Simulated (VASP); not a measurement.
Here is the system:

```
ZnF2
1.0
    4.76925     0.00000     0.00000
    0.00000     4.76925     0.00000
    0.00000     0.00000     3.17706
Zn F
2 4
Direct
  0.50000   0.50000   0.50000
  0.00000   0.00000   0.00000
  0.69686   0.69686   0.00000
  0.30314   0.30314   0.00000
  0.80314   0.19686   0.50000
  0.19686   0.80314   0.50000
```

Calculation: PBE GGA, VASP's PBE PAW potentials (set 64) (plane waves; VASP 6.6.1). Settings: 400 eV cut-off, 5×5×7 Γ-centred mesh, Fermi-Dirac smearing of 0.020 eV, potentials Zn F.

At this cut-off the stress carries a Pulay error, which pulls relaxed volumes low. Energy and stress use the plane-wave basis of the starting cell.

Problem. The ions, cell shape and volume are relaxed. What does this cell relax into?

Solution. 
```
ZnF2
1.0
    4.67735     0.00000     0.00000
    0.00000     4.67735     0.00000
    0.00000     0.00000     3.13880
Zn F
2 4
Cartesian
  2.33868   2.33868   1.56940
  0.00000   0.00000   0.00000
  3.26232   3.26232   0.00000
  1.41503   1.41503   0.00000
  3.75371   0.92364   1.56940
  0.92364   3.75371   1.56940
```
Space group P4_2/mnm (136), at a tolerance of 0.03 Å.

Problem. How do energy and volume change from the first to the last step?

Solution. The energy (σ→0) changes by -16.6 meV/atom and the volume by -5.0 %, in 7 ionic steps.

The structure comes from a computed database's ZnF2 entry; how it stands against other phases isn't given here. This run relaxes it. Symmetry was kept, so distortions that lower it aren't found. The run is one of a series of settings (EDIFFG = -0.01, IBRION = 2, ISIF = 3, NSW = 50 against the base run), some of them coarse on purpose.
